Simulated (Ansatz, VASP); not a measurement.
# BSF in VASP and in Ansatz

Contents of POSCAR:

```
BSF
1.0
    3.2509600000      0.0000000000      0.0000000000
    0.0000000000      3.2509600000      0.0000000000
    0.0000000000      0.0000000000      5.8348690000
S F B
2 2 2
Direct
    0.2500000000      0.2500000000      0.6461000000
    0.7500000000      0.7500000000      0.3539000000
    0.7500000000      0.2500000000      0.0000000000
    0.2500000000      0.7500000000      0.0000000000
    0.2500000000      0.2500000000      0.2288700000
    0.7500000000      0.7500000000      0.7711300000
```

File INCAR.step1:

```
PREC = Accurate ; ENCUT = 520
ISMEAR = -1 ; SIGMA = 0.0399
LREAL = False ; LASPH = True
NELM = 80 ; NBANDS = 25
GGA = PE ; ALGO = Normal
EDIFF = 1E-4 ; LWAVE = True
LCHARG = False
```

INCAR.step2

```
PREC = Accurate ; ENCUT = 520
EDIFF = 1E-6 ; ISMEAR = -1
SIGMA = 0.0399 ; LREAL = False
LASPH = True ; NELM = 80
ALGO = Normal ; ISIF = 2
LWAVE = False ; LCHARG = False
METAGGA = R2SCAN ; LMIXTAU = True
NBANDS = 25 ; ISTART = 1
```

Contents of KPOINTS:

```
regular mesh
0
Gamma
  10 10 6
```

Input for Ansatz:

```yaml
crystal:
  lattice:
    - [3.25096, 0.0, 0.0]
    - [0.0, 3.25096, 0.0]
    - [0.0, 0.0, 5.834869]
  atoms:
    - { symbol: S, position: [0.25, 0.25, 0.6461] }
    - { symbol: S, position: [0.75, 0.75, 0.3539] }
    - { symbol: F, position: [0.75, 0.25, 0.0] }
    - { symbol: F, position: [0.25, 0.75, 0.0] }
    - { symbol: B, position: [0.25, 0.25, 0.22887] }
    - { symbol: B, position: [0.75, 0.75, 0.77113] }
  symmetry: { tolerance: 0.0003 }
kpoints:
  mp_grid: { grid: [10, 10, 6], shift: [0, 0, 0] }
  band_path:
    path:
      - [0.0, 0.0, 0.0]
      - [0.0, 0.5, 0.0]
      - [0.5, 0.5, 0.0]
      - [0.0, 0.0, 0.0]
      - [0.0, 0.0, 0.5]
      - [0.0, 0.5, 0.5]
      - [0.5, 0.5, 0.5]
      - [0.0, 0.0, 0.5]
      - [0.0, 0.5, 0.0]
      - [0.0, 0.5, 0.5]
      - [0.5, 0.5, 0.0]
    npoints: 6
magnetization:
  spin_polarized: false
scf:
  occupations: { method: fermi_dirac, width: 0.0399 }
  lower_state_search: "off"
  max_iter: 200
hamiltonian:
  pseudopotentials: { kind: paw }
  xc: r2scan
basis:
  ecutwfc: 500
  fft_grid_basis: typed
output:
  forces: true
  stress: true
  eigenvalues: true
  bader: true
  populations: true
  elf: true
  write_potential: true
  volumetric_format: npy
  dos:
    e_range: [-12, 8]
    de: 0.05
    projected: { site_lists: { B: [B], F: [F], S: [S] } }
checkpoint:
  read: saved_state
```

Alike in both runs: task single point; functional r2SCAN; k mesh 10 × 10 × 6; occupations fermi-dirac, width 0.0399 eV; no spin polarisation.

|  | VASP | Ansatz |
| --- | --- | --- |
| version | VASP 6.6.1 | Ansatz 0.2.0 |
| potentials or method | VASP PAW PBE potentials, release 64 (S, F, B) | PAW plane waves |
| plane-wave cutoff (eV) | 520 | 500 |
| valence electrons in the cell | 32 | 32 |

Ansatz gave:

| Quantity | Value |
| --- | --- |
| pressure (GPa) | -0.2 |
| largest component of the traceless stress (GPa) | 15.32 |
| rms of the force components (eV/Å) | 0.468 |

Question: Estimate VASP's values.

Answer: Pressure (GPa): -0.6; largest component of the traceless stress (GPa): 15.30; rms of the force components (eV/Å): 0.472.

Atom by atom the forces differ by 0.005 eV/Å (rms over components). The functional is the same, so the differences come from potentials, cutoffs and numerics.

Caveats: the PAW data sets were made with another functional, which shifts forces and pressure a little (VASP).
